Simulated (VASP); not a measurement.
Level of theory: PBE GGA, VASP's PBE PAW potentials (set 64) (plane waves; VASP).

The input files of a VASP run:

### INCAR
```
# general
SYSTEM =ZnS
PREC   =Accurate
ENCUT  =400   # plane-wave cut-off (eV)
LREAL  =F   # projection in real space or not
LASPH  =T   # aspherical one-centre terms

# electronic loop
EDIFF  =1E-6
NELM   =100
ALGO   =Normal
LMAXMIX=4

# smearing
ISMEAR =0
SIGMA  =0.05   # width (eV)

# functional
GGA    =PE

# output
LWAVE  =T
LCHARG =F
```

File KPOINTS:
```
kpoints
0
gamma
6 6 4
0 0 0
```

File POSCAR:
```
ZnS
1
    3.8438645047     0.0000000000     0.0000000000
   -1.9219322523     3.3288838136     0.0000000000
    0.0000000000     0.0000000000     6.3016214635
Zn S
2 2
Direct
  0.3333330000   0.6666670000   0.0002090553
  0.6666670000   0.3333330000   0.5002090553
  0.3333330000   0.6666670000   0.3747909447
  0.6666670000   0.3333330000   0.8747909447
```

POTCAR, in this order: Zn S (PBE.64 set). Program: vasp_std.

Problem. What will the output report for the number of irreducible k-points (NKPTS), largest plane-wave count, number of space-group operations, FFT grid (NGX, NGY, NGZ)?

Solution. 
```
Property                                       Value
--------------------------------------  ------------
number of irreducible k-points (NKPTS)            21
largest plane-wave count                        1496
number of space-group operations                  12
FFT grid (NGX, NGY, NGZ)                28 × 28 × 42
```

The structure comes from a computed database's ZnS entry (P6_3mc); how it stands against other phases isn't given here. It was relaxed first.
